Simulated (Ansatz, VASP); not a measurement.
**Two plane-wave programs on GaAsSe3**

INCAR

```
SYSTEM = GaAsSe3
PREC = Accurate ; ENCUT = 600
EDIFF = 1E-6 ; ISMEAR = 0
SIGMA = 0.1 ; LREAL = .False.
LASPH = .True. ; NELM = 80
ALGO = Normal ; ISIF = 3
LWAVE = .False. ; LCHARG = .False.
GGA = PE ; IBRION = 2
NSW = 90 ; EDIFFG = -0.04
```

The input KPOINTS:

```
regular mesh
0
Gamma
  4 4 4
  0 0 0
```

POSCAR

```
GaAsSe3
1.0
    4.9713916600      0.0000000000      0.0000000000
    0.0000000000      4.9713916600      0.0000000000
    0.0000000000      0.0000000000      4.9713916600
Ga As Se
1 1 3
Direct
    0.0000000000      0.0000000000      0.0000000000
    0.5000000000      0.5000000000      0.5000000000
    0.0000000000      0.5000000000      0.5000000000
    0.5000000000      0.5000000000      0.0000000000
    0.5000000000      0.0000000000      0.5000000000
```

Input for Ansatz:

```yaml
crystal:
  lattice:
    - [4.97139166, 0.0, 0.0]
    - [0.0, 4.97139166, 0.0]
    - [0.0, 0.0, 4.97139166]
  atoms:
    - { symbol: Ga, position: [0.0, 0.0, 0.0] }
    - { symbol: As, position: [0.5, 0.5, 0.5] }
    - { symbol: Se, position: [0.0, 0.5, 0.5] }
    - { symbol: Se, position: [0.5, 0.5, 0.0] }
    - { symbol: Se, position: [0.5, 0.0, 0.5] }
basis:
  ecutwfc: 420
kpoints:
  mp_grid: { grid: [4, 4, 4] }
hamiltonian:
  xc: pbe
scf:
  occupations: { method: gaussian, width: 0.1 }
  lower_state_search: "off"
output:
  forces: true
  stress: true
  eigenvalues: true
relax:
  adjacent_minimum: "off"
  f_tol: 0.04
  max_steps: 70
  cell: { stress_tol: 0.4 }
```

Change from the starting cell: species swapped into the Sc3SnC type (Pm-3m, No. 221).

Alike in both runs: task relaxation of cell and atoms; functional PBE; k mesh 4 × 4 × 4; occupations gaussian, width 0.1 eV; no spin polarisation.

|  | VASP | Ansatz |
| --- | --- | --- |
| version | VASP 6.6.1 | Ansatz 0.2.0 |
| potentials or method | VASP PAW PBE potentials, release 64 (Ga_d, As, Se) | scalar-relativistic, plane waves, PAW |
| plane-wave cutoff (eV) | 600 | 420 |
| valence electrons in the cell | 36 | 76 |

|  | VASP | Ansatz | Ansatz less VASP |
| --- | --- | --- | --- |
| gap on the k mesh at the Fermi level, each at its own relaxed structure (eV) | none | none | - |
| relaxed volume (Å³/atom) | 26.94 | 26.86 | -0.076 |
| relaxed cell length with the largest relative difference (Å) | 5.126 | 5.121 | -0.0048 |
| energy change over the relaxation (meV/atom) | -29 | -28 | +1.0 |

A gap of «none» marks a metal or a gap that the smearing closes. The two sets of potentials don't hold the same shells in valence.
